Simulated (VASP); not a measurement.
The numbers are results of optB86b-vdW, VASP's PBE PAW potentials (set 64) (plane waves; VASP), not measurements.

VASP input:

File POSCAR:
```
V
1
   -1.4854493728     1.4854493728     1.4854493728
    1.4854493728    -1.4854493728     1.4854493728
    1.4854493728     1.4854493728    -1.4854493728
V
1
Direct
  1.0000000000   0.0000000000   0.0000000000
```

INCAR:
```
! general
SYSTEM   = V
PREC     = Accurate
ENCUT    = 520
LREAL    = F
LASPH    = T

! electronic loop
EDIFF    = 1E-6
NELM     = 100
ALGO     = Normal
LMAXMIX  = 4

! smearing
ISMEAR   = 1
SIGMA    = 0.1

! functional
GGA      = MK
LUSE_VDW = T
AGGAC    = 0.0
PARAM1   = 0.1234
PARAM2   = 1.0

! ions
IBRION   = 2
NSW      = 60
ISIF     = 3
EDIFFG   = -0.01

! output
LWAVE    = F
LCHARG   = F
```

File KPOINTS:
```
Automatic mesh
0
Gamma
15 15 15
0 0 0
```

POTCAR, in this order: V_sv (PBE.64 set). Program: vasp_std.

### Question
Predict the energy per atom (σ→0), band gap (on the k-mesh).

### Answer

```json
{
  "energy per atom (σ→0)": "-6.051 eV/atom",
  "band gap (on the k-mesh)": "none (metal, semimetal or under 0.01 eV)"
}
```

**OSZICAR**
```
...
DAV:   5    -0.736897012746E+01   -0.99671E-04   -0.99672E-04  2490   0.466E-01    0.192E+01
DAV:   6    -0.607652125844E+01    0.12924E+01   -0.51312E+00  2410   0.343E+01    0.210E+00
DAV:   7    -0.605784682282E+01    0.18674E-01   -0.23090E-02  2416   0.222E+00    0.106E+00
DAV:   8    -0.605009997679E+01    0.77468E-02   -0.65527E-03  2412   0.136E+00    0.603E-02
DAV:   9    -0.605012827967E+01   -0.28303E-04   -0.61574E-05  2412   0.131E-01    0.336E-02
DAV:  10    -0.605014198257E+01   -0.13703E-04   -0.14351E-05  2404   0.470E-02    0.336E-03
DAV:  11    -0.605014264090E+01   -0.65833E-06   -0.43054E-07  1218   0.111E-02
   1 F= -.60501426E+01 E0= -.60505493E+01  d E =-.605014E+01
```

The compound is V in the bcc structure. It was relaxed first, which changed the volume by -6 %. The start is the result of an earlier pass. The run is not spin-polarised, so no magnetic state was tried.
